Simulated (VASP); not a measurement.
**RbBa: single point with r2SCAN**

Crystal: RbBa.

```
Rb Ba
1.0
     0.00000    3.55970    3.55970
     3.55970    0.00000    3.55970
     3.55970    3.55970    0.00000
Rb Ba
1 1
Direct
  0.00000 0.00000 0.00000
  0.50000 0.50000 0.50000
```

The cell was built by a generator and needn't be a form met in nature.

* Program: VASP 6.6.1
* Task: single point
* Functional: r2SCAN
* Potentials or basis: VASP PAW PBE potentials, release 64 (Rb_sv, Ba_sv)
* Cutoff: 520 eV
* k mesh: 8 × 8 × 8
* Occupations: fermi-dirac, width 0.1 eV
* Spin: no spin polarisation
* Dipole correction: no
* Further INCAR settings: ALGO = Normal; EDIFF = 1e-07; NBANDS = 16

The pressure is 4.3 GPa. The band gap on the k mesh is none (metal or under the smearing width). The valence electrons inside the program's atomic spheres are Rb 7.41; Ba 8.00.

Levels at points of the mesh, in eV from the Fermi level:
```
           k point  band 5  band 6  band 7  band 8  band 9  band 10  band 11  band 12  band 13  band 14
(0.00, 0.00, 0.00)  -14.96  -13.26  -13.26  -13.26   -2.58     0.40     0.40     0.40     1.04     1.04
(0.50, 0.00, 0.00)  -14.89  -13.50  -13.44  -13.44   -0.52     0.25     1.81     1.81     3.50     3.50
(0.50, 0.50, 0.00)  -15.10  -13.19  -13.19  -13.11   -1.13     0.08     1.40     1.93     2.51     3.61
```

It took 6.8 min on 1 thread of AMD EPYC 7R43 64-Core Processor (Zen 3), with other jobs on the host, peak memory 0.24 GiB.

Caveat: the PAW data sets were made with another functional, which shifts forces and pressure a little. The run has no spin-orbit coupling, so splittings on Ba are missing.
